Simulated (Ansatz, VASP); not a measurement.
Two plane-wave programs on Si

Contents of POSCAR:

```
Si
1.0
    0.0000000000      2.6945981765      2.6945981765
    2.6945981765      0.0000000000      2.6945981765
    2.6945981765      2.6945981765      0.0000000000
Si
2
Direct
    0.7500000000      0.7500000000      0.7500000000
    0.5000000000      0.5000000000      0.5000000000
```

INCAR.step1

```
PREC = Accurate
ENCUT = 520
ISMEAR = 0
SIGMA = 0.02
LREAL = F
LASPH = T
NELM = 80
NBANDS = 11
GGA = PE
ALGO = Normal
EDIFF = 1E-4
LWAVE = T
LCHARG = F
```

The input INCAR.step2:

```
PREC = Accurate
ENCUT = 520
EDIFF = 1E-6
ISMEAR = 0
SIGMA = 0.02
LREAL = F
LASPH = T
NELM = 80
ALGO = Normal
ISIF = 2
LWAVE = F
LCHARG = F
METAGGA = R2SCAN
LMIXTAU = T
NBANDS = 11
ISTART = 1
```

File KPOINTS:

```
Automatic mesh
0
Gamma
  10 10 10
```

Input for Ansatz:

```yaml
crystal:
  lattice:
    - [0.0, 2.6945981765, 2.6945981765]
    - [2.6945981765, 0.0, 2.6945981765]
    - [2.6945981765, 2.6945981765, 0.0]
  atoms:
    - { symbol: Si, position: [0.75, 0.75, 0.75] }
    - { symbol: Si, position: [0.5, 0.5, 0.5] }
basis:
  ecutwfc: 500
kpoints:
  mp_grid: { grid: [10, 10, 10] }
hamiltonian:
  xc: r2scan
scf:
  occupations: { method: gaussian, width: 0.02 }
output:
  forces: true
  stress: true
  eigenvalues: true
```

Alike in both runs: task single point; functional r2SCAN; k mesh 10 × 10 × 10; occupations gaussian, width 0.02 eV; no spin polarisation.

```csv
,VASP,Ansatz
version,VASP 6.6.1,Ansatz 0.2.0
potentials or method,"VASP PAW PBE potentials, release 64 (Si)","scalar-relativistic, plane waves, PAW"
plane-wave cutoff (eV),520,500
valence electrons in the cell,8,8
```

|  | VASP | Ansatz | Ansatz less VASP |
| --- | --- | --- | --- |
| gap on the k mesh at the Fermi level (eV) | 0.74 | 0.73 | -0.016 |
| least direct gap on the mesh (eV) | 2.77 | 2.75 | -0.017 |
| pressure (GPa) | 2.9 | 3.2 | +0.25 |

Caveats: the PAW data sets were made with another functional, which shifts forces and pressure a little (VASP). r2SCAN opens gaps a little over a GGA but as a rule still falls short of measured ones. A k mesh can miss the band edges.
